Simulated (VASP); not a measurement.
Input:

```xyz
8
Lattice="-0.0086 5.9657 5.9777 5.9657 -0.0086 5.9777 2.9786 2.9786 0.0000" Properties=species:S:1:pos:R:3 pbc="T T T"
Zn     2.9786     2.9786     0.0079
Se     1.4893     1.4893     1.3579
Se     4.5456     1.4115     4.5562
Se     1.4115     4.5456     4.5562
Se     4.4678     4.4678     7.4762
Cd     5.9430     2.9927     2.9893
Cd     2.9927     5.9430     2.9893
Cd     2.9786     2.9786     5.9553
```

Level of theory: PBEsol GGA, VASP's PBE PAW potentials (set 64) (plane waves; VASP). Settings: 400 eV cut-off, 4×4×7 Γ-centred mesh, tetrahedra with Blöchl corrections, potentials Zn Se Cd.

The cores are frozen, which limits the accuracy of field gradients.

Task: Give the principal components of the electric field gradient (V/Å²) and the asymmetry η at each nucleus.

Result: 
```
atom    Vxx    Vyy    Vzz     η
----  -----  -----  -----  ----
Zn1     6.4    0.4   -6.8  0.87
Se2    27.7    5.5  -33.2  0.67
Se3   -20.2  -17.1   37.3  0.08
Se4   -20.2  -17.1   37.3  0.08
Se5     5.5    2.2   -7.8  0.43
Cd6     7.8    5.1  -13.0  0.21
Cd7     7.8    5.1  -13.0  0.21
Cd8    -8.2   -4.8   12.9  0.27
```

The structure was generated: Cd3ZnSe4 was put into an ordered model structure (Amm2), which need not be its known phase. It was relaxed first.
